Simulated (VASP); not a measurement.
All values below come from PBE0 hybrid, VASP's PBE PAW potentials (set 64) (plane waves; VASP).

VASP input:

### INCAR
```
# general
SYSTEM   = CuI
PREC     = Accurate
ENCUT    = 520
LREAL    = .FALSE.
LASPH    = .TRUE.
ISYM     = 3

# electronic loop
EDIFF    = 1E-6
NELM     = 60
ALGO     = Normal
LMAXMIX  = 4

# smearing
ISMEAR   = 0
SIGMA    = 0.05

# functional
GGA      = PE
LHFCALC  = .TRUE.
AEXX     = 0.25
HFRCUT   = -1
PRECFOCK = Fast

# ions
ISIF     = 2

# output
LWAVE    = .FALSE.
LCHARG   = .FALSE.
```

File KPOINTS:
```
K-points
0
gamma
6 6 6
```

File POSCAR:
```
CuI
1
    0.0000000000     3.0403566484     3.0403566484
    3.0403566484     0.0000000000     3.0403566484
    3.0403566484     3.0403566484     0.0000000000
Cu I
1 1
Direct
  1.0000000000   0.0000000000   0.0000000000
  0.2500000000   0.2500000000   0.2500000000
```

KPOINTS_OPT:
```
named points and PBE's band edges
7
Reciprocal
  0.000000   0.000000   0.000000 1 ! GAMMA
 -0.500000  -0.500000   0.000000 1 ! X
  0.000000   0.000000   0.500000 1 ! L
 -0.500000  -0.250000   0.250000 1 ! W
 -0.375000   0.000000   0.375000 1 ! K
 -0.375000  -0.375000   0.250000 1 ! U
 -0.035710  -0.035710   0.000000 1 ! near an edge
```

POTCAR, in this order: Cu I (PBE.64 set). Program: vasp_std. Read from the step before: WAVECAR.

The resulting files:

OUTCAR:
```
 ion  position               nearest neighbor table
   1  0.000  0.000  0.000-   2 2.63   2 2.63   2 2.63   2 2.63
   2  0.250  0.250  0.250-   1 2.63   1 2.63   1 2.63   1 2.63
  LATTYP: Found a face centered cubic cell.
 ALAT       =     6.0807132968
 Subroutine PRICEL returns:
 Original cell was already a primitive cell.
 Subroutine GETGRP returns: Found 24 space group operations
The static configuration has the point symmetry T_d .
The dynamic configuration has the point symmetry T_d .
 Subroutine INISYM returns: Found 24 space group operations
 Subroutine IBZKPT returns following result:
 Found     16 irreducible k-points:

 Following reciprocal coordinates:
            Coordinates               Weight
  0.000000  0.000000  0.000000      1.000000
  0.166667  0.000000  0.000000      8.000000
  0.333333  0.000000  0.000000      8.000000
  0.500000  0.000000  0.000000      4.000000
  0.166667  0.166667  0.000000      6.000000
  0.333333  0.166667  0.000000     24.000000
  0.500000  0.166667  0.000000     24.000000
 -0.333333  0.166667  0.000000     24.000000
 -0.166667  0.166667  0.000000     12.000000
...
```

### OSZICAR
```
       N       E                     dE             d eps       ncg     rms          rms(c)
DAV:   1    -0.703941363301E+01   -0.70394E+01   -0.88125E-01   608   0.376E+01    0.298E+00
DAV:   2    -0.698219949581E+01    0.57214E-01   -0.53434E-01   496   0.301E+01    0.273E+00
DAV:   3    -0.699607946181E+01   -0.13880E-01   -0.50049E-02   583   0.255E+00    0.185E+00
DAV:   4    -0.699411434123E+01    0.19651E-02   -0.95608E-03   501   0.427E+00    0.106E+00
DAV:   5    -0.699428107798E+01   -0.16674E-03   -0.83256E-04   451   0.254E-01    0.639E-01
DAV:   6    -0.699420803307E+01    0.73045E-04   -0.30040E-04   481   0.690E-01    0.383E-01
DAV:   7    -0.699420374789E+01    0.42852E-05   -0.28949E-05   644   0.890E-02    0.216E-01
DAV:   8    -0.699420024865E+01    0.34992E-05   -0.80134E-06   511   0.998E-02    0.126E-01
DAV:   9    -0.699419981803E+01    0.43062E-06   -0.15522E-06   303   0.230E-02
   1 F= -.69941998E+01 E0= -.69941998E+01  d E =-.382299E-14
       N       E                     dE             ncg
```

### OUTCAR
```
------------------------ aborting loop because EDIFF is reached ----------------------------------------
  FORCE on cell =-STRESS in cart. coord.  units (eV):
  Direction    XX          YY          ZZ          XY          YZ          ZX
  --------------------------------------------------------------------------------------
  Total       -0.0355937     -0.0355937     -0.0355937     -0.0000000     -0.0000000     -0.0000000
  in kB       -1.0145666     -1.0145666     -1.0145666     -0.0000000     -0.0000000     -0.0000000
  external PRESSURE =      -1.0145666 kB  Pullay stress =       0.0000000 kB
  volume of cell :       56.21
      direct lattice vectors                 reciprocal lattice vectors
     0.000000000  3.040356648  3.040356648    -0.164454391  0.164454391  0.164454391
     3.040356648  0.000000000  3.040356648     0.164454391 -0.164454391  0.164454391
     3.040356648  3.040356648  0.000000000     0.164454391  0.164454391 -0.164454391
  FREE ENERGIE OF THE ION-ELECTRON SYSTEM (eV)
  ---------------------------------------------------
  free  energy   TOTEN  =        -6.9941998180 eV

  energy  without entropy=       -6.9941998180  energy(sigma->0) =       -6.99419982

  exchange ACFDT corr.  =         0.00000000  see jH, gK, PRB 81, 115126
```
(Selected blocks of OUTCAR.)

### OUTCAR
```
 val. band max:        3.0122534764   @ k =   0.0000   0.0000   0.0000

 cond. band min:       6.2418464636   @ k =   0.0000   0.0000   0.0000


 Fermi energy:         3.2640117662

 k-point     1 :       0.0000    0.0000    0.0000
  band No.  band energies     occupation
      1     -11.7371      2.00000
      2      -0.9695      2.00000
      3      -0.9695      2.00000
      4      -0.9695      2.00000
      5       0.5151      2.00000
      6       0.5151      2.00000
      7       3.0123      2.00000
      8       3.0123      2.00000
      9       3.0123      2.00000
     10       6.2418      0.00000
     11      10.0423      0.00000
     12      10.0423      0.00000
     13      10.0423      0.00000

 k-point     2 :       0.1667    0.0000    0.0000
  band No.  band energies     occupation
      1     -11.6001      2.00000
      2      -1.2992      2.00000
      3      -0.9399      2.00000
      4      -0.9398      2.00000
      5       0.5063      2.00000
      6       0.5063      2.00000
      7       1.9545      2.00000
      8       2.7869      2.00000
      9       2.7869      2.00000
     10       7.1840      0.00000
     11      10.0070      0.00000
     12      10.4108      0.00000
     13      10.4108      0.00000

 k-point     3 :       0.3333    0.0000    0.0000
  band No.  band energies     occupation
      1     -11.3008      2.00000
      2      -2.0854      2.00000
      3      -0.8857      2.00000
      4      -0.8857      2.00000
      5       0.5148      2.00000
      6       0.5148      2.00000
      7       0.9075      2.00000
      8       2.3740      2.00000
      9       2.3740      2.00000
     10       7.4005      0.00000
     11      10.6475      0.00000
     12      10.6475      0.00000
     13      11.5907      0.00000

 k-point     4 :       0.5000    0.0000    0.0000
  band No.  band energies     occupation
      1     -11.1335      2.00000
      2      -2.5222      2.00000
      3      -0.8631      2.00000
...
```

Unless said otherwise, spin-orbit coupling is left out, though it shifts the bands of the heavy elements here.

The compound is CuI in the zinc blende structure. It was relaxed first.
